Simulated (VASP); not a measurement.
# FeO (Wuestite): cell size against the level of theory, part 2 of 3

Aim: relax FeO (Wuestite) at several levels and hold each cell against experiment. LASPH is on for some levels and off for others; the table marks which. The start is a cell from a database of measured crystal structures.

VASP 6.6.1, plane waves and PAW; the level of theory is named at each step.

Still holding for the runs below: The cell holds one magnetic atom, so no antiferromagnetic order fits into it. The k-mesh is coarse for a metal. Oxides and halides of Fe are often magnetic insulators, and a metal at this level, without U or exact exchange, may be an artefact.

So far. Step 2 (Relaxation with PBE): It ends with forces that vanish by symmetry and a pressure of 0.00 GPa. The volume lies -1.1 % from that of the database's start, which holds the thermal and zero-point expansion of its experiment. The conventional cell has a = 4.310 Å. Against its usual tendency, PBE gives a cell smaller than the listed one.

## (3) Relaxation with LDA

This step: LDA, spin-polarised from a ferromagnetic start (one magnetic atom a cell); plane waves and PAW (Fe, O) (VASP 6.6.1).

LDA, the lowest rung, knows the local density alone.

Input file INCAR:

```
SYSTEM = FeO
PREC = Accurate
ENCUT = 560
EDIFF = 1E-06
NELM = 100
ISMEAR = -1
SIGMA = 0.05
LREAL = .FALSE.
ALGO = Normal
GGA = CA
NBANDS = 14
ISPIN = 2
MAGMOM = 3 0
LMAXMIX = 4
LORBIT = 11
LWAVE = .FALSE.
LCHARG = .FALSE.
KPAR = 2
IBRION = 2
NSW = 60
ISIF = 3
EDIFFG = -0.01
```

Input file POSCAR:

```
FeO
1.0
    0.0000000000      2.1630000000      2.1630000000
    2.1630000000      0.0000000000      2.1630000000
    2.1630000000      2.1630000000      0.0000000000
Fe O
1 1
Direct
    0.0000000000      0.0000000000      0.0000000000
    0.5000000000      0.5000000000      0.5000000000
```

Input file KPOINTS:

```
Automatic mesh
0
Gamma
8 8 8
0 0 0
```

Potentials, in the order of the species: Fe and O (PBE family, release 64).

Launch:

```sh
mpirun -np 2 vasp_std
```

The log of the run:

```text
[banner, memory and clock lines left out]
running    2 mpi-ranks, on    1 nodes
 distrk:  each k-point on    1 cores,    2 groups
 distr:  one band on    1 cores,    1 groups

 POSCAR found type information on POSCAR FeO
 POSCAR found :  2 types and       2 ions
|                                                                             |
|               ----> ADVICE to this user running VASP <----                  |
|                                                                             |
|     You enforced a specific xc type in the INCAR file but a different       |
|     [... a line on the potential file left out ...]
|     I HOPE YOU KNOW WHAT YOU ARE DOING!                                     |
|                                                                             |

 LDA part: xc-table for (Slater(with rela. corr.)+CA(PZ))
 , standard interpolation
 POSCAR, INCAR and KPOINTS ok, starting setup
 FFT: planning ... GRIDC
 FFT: planning ... GRID_SOFT
 FFT: planning ... GRID
 WAVECAR not read
 entering main loop
       N       E                     dE             d eps       ncg     rms          rms(c)
DAV:   1     0.732705835269E+02    0.73271E+02   -0.72327E+03  1728   0.120E+03
DAV:   2    -0.136380860866E+02   -0.86909E+02   -0.75624E+02  1792   0.245E+02
DAV:   3    -0.187751576548E+02   -0.51371E+01   -0.49682E+01  1792   0.665E+01
DAV:   4    -0.188233081565E+02   -0.48151E-01   -0.48124E-01  1834   0.636E+00
DAV:   5    -0.188238125953E+02   -0.50444E-03   -0.50444E-03  1798   0.682E-01    0.165E+01
DAV:   6    -0.173605880741E+02    0.14632E+01   -0.19894E+01  1908   0.723E+01    0.189E+01
DAV:   7    -0.164790234049E+02    0.88156E+00   -0.50838E+00  1890   0.484E+01    0.909E+00
DAV:   8    -0.164667287413E+02    0.12295E-01   -0.27890E-01  2010   0.728E+00    0.518E+00
DAV:   9    -0.164349748015E+02    0.31754E-01   -0.18986E-01  2518   0.816E+00    0.193E+00
DAV:  10    -0.164328141848E+02    0.21606E-02   -0.45080E-02  2248   0.500E+00    0.307E-01
DAV:  11    -0.164328611199E+02   -0.46935E-04   -0.74367E-03  1994   0.969E-01    0.898E-02
DAV:  12    -0.164328842807E+02   -0.23161E-04   -0.16764E-04  1926   0.232E-01    0.512E-02
DAV:  13    -0.164328958485E+02   -0.11568E-04   -0.17918E-05  1840   0.548E-02    0.437E-02
DAV:  14    -0.164328882568E+02    0.75916E-05   -0.29124E-05  2420   0.102E-01    0.174E-02
DAV:  15    -0.164328860510E+02    0.22058E-05   -0.52318E-06  1870   0.349E-02    0.389E-03
DAV:  16    -0.164328860551E+02   -0.40479E-08   -0.96564E-07   948   0.120E-02
   1 F= -.16432886E+02 E0= -.16425433E+02  d E =-.164329E+02  mag=     3.9932
 curvature:   0.00 expect dE= 0.000E+00 dE for cont linesearch  0.000E+00
 trial: gam= 0.00000 g(F)=  0.366E-65 g(S)=  0.317E+00 ort = 0.000E+00 (trialstep = 0.100E+01)
 search vector abs. value=  0.317E+00
 bond charge predicted
       N       E                     dE             d eps       ncg     rms          rms(c)
DAV:   1    -0.186823647315E+02   -0.22495E+01   -0.38470E+01  1804   0.936E+01    0.142E+01
DAV:   2    -0.165945745065E+02    0.20878E+01   -0.37197E+00  1912   0.258E+01    0.705E+00
DAV:   3    -0.165298369504E+02    0.64738E-01   -0.29822E-01  1812   0.727E+00    0.357E+00
DAV:   4    -0.165216253018E+02    0.82116E-02   -0.78619E-03  2070   0.115E+00    0.142E+00
DAV:   5    -0.165122219603E+02    0.94033E-02   -0.82620E-03  2088   0.134E+00    0.859E-01
DAV:   6    -0.165099157690E+02    0.23062E-02   -0.25538E-03  2042   0.793E-01    0.415E-01
DAV:   7    -0.165103145464E+02   -0.39878E-03   -0.72281E-04  1752   0.501E-01    0.969E-02
DAV:   8    -0.165103235717E+02   -0.90253E-05   -0.43476E-05  2340   0.116E-01    0.651E-02
DAV:   9    -0.165103287892E+02   -0.52175E-05   -0.38464E-06  1700   0.381E-02    0.427E-02
DAV:  10    -0.165103323106E+02   -0.35214E-05   -0.13300E-05  1912   0.647E-02    0.875E-03
DAV:  11    -0.165103324838E+02   -0.17324E-06   -0.93682E-07   942   0.903E-03
   2 F= -.16510332E+02 E0= -.16500709E+02  d E =-.774464E-01  mag=     3.4726
[...]
3 F= -.16541447E+02 E0= -.16533544E+02  d E =-.108561E+00  mag=     3.8059
 curvature:  -0.34 expect dE=-0.634E-04 dE for cont linesearch -0.634E-04
 ZBRENT: interpolating
 opt :   0.6457  next Energy=   -16.541507 (dE=-0.109E+00)
 bond charge predicted
       N       E                     dE             d eps       ncg     rms          rms(c)
DAV:   1    -0.165420127375E+02   -0.56705E-03   -0.98627E-03  1726   0.155E+00    0.207E-01
DAV:   2    -0.165415045852E+02    0.50815E-03   -0.92532E-04  1900   0.389E-01    0.124E-01
DAV:   3    -0.165414947114E+02    0.98738E-05   -0.81475E-05  1886   0.173E-01    0.612E-02
DAV:   4    -0.165414885645E+02    0.61469E-05   -0.37078E-06  1634   0.236E-02    0.271E-02
DAV:   5    -0.165414849472E+02    0.36172E-05   -0.16043E-06  1308   0.150E-02    0.777E-03
DAV:   6    -0.165414851021E+02   -0.15490E-06   -0.14836E-07   818   0.551E-03
   4 F= -.16541485E+02 E0= -.16533651E+02  d E =-.108599E+00  mag=     3.8102
 curvature:  -0.32 expect dE=-0.424E-05 dE for cont linesearch -0.424E-05
 trial: gam=-0.00640 g(F)=  0.278E-66 g(S)=  0.131E-04 ort = 0.204E-02 (trialstep = 0.929E+00)
 search vector abs. value=  0.645E-09
 reached required accuracy - stopping structural energy minimisation
```

The job ended after 39 s (2 MPI ranks of AMD EPYC 7R43, shared host; peak memory 0.21 GiB; 76 s of CPU time).

Parts of OUTCAR (step 3):

```text
The static configuration has the point symmetry O_h .

 Found     29 irreducible k-points:

   NELECT =      14.0000    total number of electrons

 E-fermi :   6.7077

 spin component 1
 k-point     1 :       0.0000    0.0000    0.0000
  band No.  band energies     occupation
    ...
      5       3.0547      1.00000
      6       3.0547      1.00000
      7       3.0547      1.00000
      8       3.4030      1.00000
      9       3.4030      1.00000
     10       7.4772      0.00000
     11      22.4100      0.00000
     12      24.4952      0.00000
     13      24.4952      0.00000
     14      24.4952      0.00000

 k-point     2 :       0.1250    0.0000    0.0000
  band No.  band energies     occupation
    ...
      5       3.2245      1.00000
      6       3.2245      1.00000
      7       3.5057      1.00000
      8       4.4356      1.00000
      9       4.4356      1.00000
     10       8.4365      0.00000
     11      20.4456      0.00000
     12      24.0074      0.00000
     13      24.0074      0.00000
     14      25.4166      0.00000

 k-point     3 :       0.2500    0.0000    0.0000
  band No.  band energies     occupation
    ...
      5       3.5634      1.00000
      6       3.5634      1.00000
      7       3.9158      1.00000
      8       5.6893      1.00000
      9       5.6893      1.00000
     10      10.0777      0.00000
     11      17.8515      0.00000
     12      22.2360      0.00000
     13      22.2360      0.00000
     14      26.2137      0.00000

 k-point     4 :       0.3750    0.0000    0.0000
  band No.  band energies     occupation
    ...
      5       3.9213      1.00000
      6       3.9213      1.00000
      7       4.3870      1.00000
      8       6.6148      0.86503
      9       6.6148      0.86503
     10      10.9985      0.00000
     11      16.3356      0.00000
     12      20.5301      0.00000
     13      20.5301      0.00000
     14      26.9683      0.00000

  Total       -0.0134753     -0.0134753     -0.0134753      0.0000000     -0.0000000      0.0000000
  in kB       -1.1782166     -1.1782166     -1.1782166      0.0000000     -0.0000000      0.0000000
  external PRESSURE =      -1.1782166 kB  Pullay stress =       0.0000000 kB

  energy-cutoff  :      560.00
  volume of cell :       18.32
      direct lattice vectors                 reciprocal lattice vectors
     0.000000000  2.092495841  2.092495841    -0.238949101  0.238949101  0.238949101
     2.092495841  0.000000000  2.092495841     0.238949101 -0.238949101  0.238949101
     2.092495841  2.092495841 -0.000000000     0.238949101  0.238949101 -0.238949101

 POSITION                                       TOTAL-FORCE (eV/Angst)
 -----------------------------------------------------------------------------------
      0.00000      0.00000      0.00000         0.000000      0.000000     -0.000000
      2.09250      2.09250      2.09250         0.000000      0.000000      0.000000
 -----------------------------------------------------------------------------------
    total drift:                                0.000000     -0.000000     -0.000000

  FREE ENERGIE OF THE ION-ELECTRON SYSTEM (eV)
  ---------------------------------------------------
  free  energy   TOTEN  =       -16.5414851021 eV

  energy  without entropy=      -16.5258169247  energy(sigma->0) =      -16.53365101

 total charge
# of ion       s       p       d       tot
------------------------------------------
    1        0.318   0.427   6.202   6.947
    2        1.541   3.447   0.000   4.988
--------------------------------------------------
tot          1.860   3.874   6.202  11.935

 magnetization (x)
# of ion       s       p       d       tot
------------------------------------------
    1        0.025   0.023   3.381   3.429
    2        0.033   0.256   0.000   0.290
--------------------------------------------------
tot          0.059   0.280   3.381   3.719

[... 8 parts as in an earlier step ...]

[... 9 further parts left out ...]
```

CONTCAR:

```
FeO
   1.00000000000000
     0.0000000000000000    2.0924958412547809    2.0924958412547809
     2.0924958412547809    0.0000000000000000    2.0924958412547809
     2.0924958412547809    2.0924958412547809   -0.0000000000000000
  Fe              O
     1     1
Direct
     0.0000000000000000    0.0000000000000000    0.0000000000000000
     0.5000000000000000    0.5000000000000000    0.5000000000000000
```

The PAW data sets were made with PBE, though LDA sets exist; this is a small mismatch. After so large a change of volume the plane waves of the start cell no longer fit, so the final stress carries a basis-set error.

Step by step:

```csv
step,energy less that of the first step (eV),largest force (eV/Å),pressure (GPa),volume (Å³)
1,0.0000,0.0000,-16.57,20.24
2,-0.0774,0.0000,9.12,17.33
3,-0.1086,0.0000,0.45,18.28
4,-0.1086,0.0000,-0.12,18.32
```

```csv
"conventional cell, symmetrised",before,after,change
a (Å),4.326,4.185,-3.3 %
b (Å),4.326,4.185,-3.3 %
c (Å),4.326,4.185,-3.3 %
volume (Å³/atom),10.12,9.16,-9.5 %
```

The relaxed structure:

```xyz
2
Lattice="0.0000 2.0925 2.0925 2.0925 0.0000 2.0925 2.0925 2.0925 0.0000" Properties=species:S:1:pos:R:3 pbc="T T T"
Fe    0.0000    0.0000    0.0000
O     2.0925    2.0925    2.0925
```

This step gave:

* free energy (TOTEN): -16.54 eV
* energy at zero smearing: -16.53 eV
* Fermi energy: 6.708 eV
* pressure: -0.1178 GPa
* moment of the cell, from the last line of the log: 3.810 μB
* SCF cycles over all ionic steps: 41

Spin moment in the PAW sphere by atom:

```csv
atom,spin moment in the PAW sphere (μB)
Fe1,3.43
O2,0.29
```

It ends at 9.162 Å³/atom, -9.5 % from the start, with -0.12 GPa left. The conventional cell has a = 4.185 Å.

## (4) Relaxation with r2SCAN

This step: r2SCAN, spin-polarised from a ferromagnetic start (one magnetic atom a cell); plane waves and PAW (Fe, O) (VASP 6.6.1).

r2SCAN adds the kinetic-energy density, costs more than a GGA and is run with LASPH.

Edit INCAR of step 3 so:

```diff
@@ -9,3 +9,4 @@
 ALGO = Normal
-GGA = CA
+METAGGA = R2SCAN
+LASPH = .TRUE.
 NBANDS = 14
```

POSCAR is that of step 3.

KPOINTS is that of step 3.

Launch:

```sh
mpirun -np 2 vasp_std
```

The log of the run:

```text
[banner, memory and clock lines left out]
running    2 mpi-ranks, on    1 nodes
[...]
[... a notice as in an earlier step ...]

 LDA part: xc-table for (None), standard interpolation
 POSCAR, INCAR and KPOINTS ok, starting setup
[...]
entering main loop
       N       E                     dE             d eps       ncg     rms          rms(c)
DAV:   1     0.694495806849E+02    0.69450E+02   -0.74379E+03  1728   0.123E+03
DAV:   2    -0.227738242634E+02   -0.92223E+02   -0.79515E+02  1798   0.255E+02
DAV:   3    -0.283371347040E+02   -0.55633E+01   -0.54476E+01  1816   0.709E+01
DAV:   4    -0.283908455653E+02   -0.53711E-01   -0.53691E-01  1828   0.684E+00
[...]
DAV:  13    -0.228073703451E+02   -0.35847E-04   -0.51823E-05  1798   0.741E-02    0.216E-02
DAV:  14    -0.228073787002E+02   -0.83550E-05   -0.28432E-05  1828   0.878E-02    0.940E-03
DAV:  15    -0.228073779468E+02    0.75335E-06   -0.16720E-06  1416   0.230E-02
   1 F= -.22807378E+02 E0= -.22800982E+02  d E =-.228074E+02  mag=     4.0035
[...]
DAV:  10    -0.228156576302E+02   -0.26769E-06   -0.14740E-07   848   0.805E-03
   2 F= -.22815658E+02 E0= -.22809889E+02  d E =-.827968E-02  mag=     4.0000
 trial-energy change:   -0.008280  1 .order   -0.005903   -0.072545    0.060739
 step:   0.5705(harm=  0.5443)  dis= 0.00000  next Energy=   -22.828513 (dE=-0.211E-01)
[...]
N       E                     dE             d eps       ncg     rms          rms(c)
DAV:   1    -0.229095059205E+02   -0.93849E-01   -0.16400E+00  1696   0.202E+01    0.241E+00
DAV:   2    -0.228277582046E+02    0.81748E-01   -0.13852E-01  1864   0.475E+00    0.142E+00
DAV:   3    -0.228301692593E+02   -0.24111E-02   -0.16170E-02  1774   0.240E+00    0.845E-01
DAV:   4    -0.228291973371E+02    0.97192E-03   -0.91390E-04  2006   0.377E-01    0.437E-01
DAV:   5    -0.228286930618E+02    0.50428E-03   -0.30420E-04  1666   0.293E-01    0.194E-01
DAV:   6    -0.228286817153E+02    0.11347E-04   -0.39171E-05  2190   0.165E-01    0.251E-02
DAV:   7    -0.228286869857E+02   -0.52704E-05   -0.10173E-05  1974   0.361E-02    0.489E-03
DAV:   8    -0.228286875236E+02   -0.53798E-06   -0.61884E-07   866   0.989E-03
   3 F= -.22828688E+02 E0= -.22822648E+02  d E =-.213096E-01  mag=     4.0003
[...]
reached required accuracy - stopping structural energy minimisation
```

The job ended after 3 min (2 MPI ranks; peak memory 0.24 GiB; 5.9 min of CPU time).

Parts of OUTCAR (step 4):

```text
  Total       -0.0009239     -0.0009239     -0.0009239      0.0000000      0.0000000      0.0000000
  in kB       -0.0762482     -0.0762482     -0.0762482      0.0000000      0.0000000      0.0000000
  external PRESSURE =      -0.0762482 kB  Pullay stress =       0.0000000 kB

 POSITION                                       TOTAL-FORCE (eV/Angst)
 -----------------------------------------------------------------------------------
     -0.00000      0.00000      0.00000         0.000000     -0.000000      0.000000
      2.13320      2.13320      2.13320        -0.000000      0.000000     -0.000000
 -----------------------------------------------------------------------------------
    total drift:                                0.000000     -0.000000      0.000000

  FREE ENERGIE OF THE ION-ELECTRON SYSTEM (eV)
  ---------------------------------------------------
  free  energy   TOTEN  =       -22.8286875236 eV

  energy  without entropy=      -22.8166083960  energy(sigma->0) =      -22.82264796

 magnetization (x)
# of ion       s       p       d       tot
------------------------------------------
    1        0.028   0.018   3.632   3.678
    2        0.032   0.254   0.000   0.285
--------------------------------------------------
tot          0.060   0.272   3.632   3.963

[... 2 parts as in an earlier step ...]

[... 2 further parts left out ...]
[key lines of the parts left out:]
E-fermi :   6.9239
```

The PAW data sets were made with PBE, which is usual practice but a small mismatch for other functionals.

Relaxation path:

```csv
step,energy less that of the first step (eV),largest force (eV/Å),pressure (GPa),volume (Å³)
1,0.0000,0.0000,-7.93,20.24
2,-0.0083,0.0000,7.14,18.81
3,-0.0213,0.0000,-0.01,19.41
```

```csv
"conventional cell, symmetrised",before,after,change
a (Å),4.326,4.266,-1.4 %
b (Å),4.326,4.266,-1.4 %
c (Å),4.326,4.266,-1.4 %
volume (Å³/atom),10.12,9.71,-4.1 %
```

Final coordinates:

```xyz
2
Lattice="0.0000 2.1332 2.1332 2.1332 0.0000 2.1332 2.1332 2.1332 0.0000" Properties=species:S:1:pos:R:3 pbc="T T T"
Fe    0.0000    0.0000    0.0000
O     2.1332    2.1332    2.1332
```

Spin moment in the PAW sphere by atom:

```csv
atom,spin moment in the PAW sphere (μB)
Fe1,3.68
O2,0.28
```

It ends at 9.707 Å³/atom, -4.1 % from the start, with -0.01 GPa left. The conventional cell has a = 4.266 Å.

[end of part 2 of 3]

[Lines on the potential files, build, host, timing and source positions are cut from VASP's logs without a mark.]

[Logs are printed without paths, hosts, clocks, repeated set-up lines and the standing remarks that a program may print on its own settings, such as how far it seeks lower states.]

[Hosts, paths, dates, database ids (printed as entryN), source tags and the programs' standing remarks are cut or masked in the printed files.]

[A measured line is paired with the nearest computed mode of its activity, which favours agreement.]
